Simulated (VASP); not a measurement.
A convergence study with VASP on AgCl (rock salt): one setting is varied, all else stays as given below, so the limit is that of these other settings. ε∞ is the independent-particle value.

```
CELL_PARAMETERS angstrom
      0.00000     2.77500     2.77500
      2.77500     0.00000     2.77500
      2.77500     2.77500     0.00000
ATOMIC_POSITIONS crystal
  Ag 0.00000 0.00000 0.00000
  Cl 0.50000 0.50000 0.50000
```

All values below come from PBE GGA, VASP's PBE PAW potentials (set 64) (plane waves; VASP). The tightest run used: 550 eV cut-off, 7×7×7 Γ-centred mesh, Gaussian smearing of 0.050 eV, potentials Ag Cl.

```csv
setting,mean ε∞,bands
NBANDS = 10,3.33,10
NBANDS = 11,3.96,11
NBANDS = 13,4.70,13
```

**Question.** These are the cheaper rows. Estimate the results at NBANDS = 137, and how far the last row shown lies from them.

**Answer.** 
| quantity | tightest run | last row shown is off by |
|---|---|---|
| mean ε∞ | 5.30 | -0.60 |

Left out are rungs that failed or repeat a setting and relaxations that didn't move; long series are thinned to 24 rows.

The compound is AgCl in the rock salt structure. The cell was not relaxed at this level.
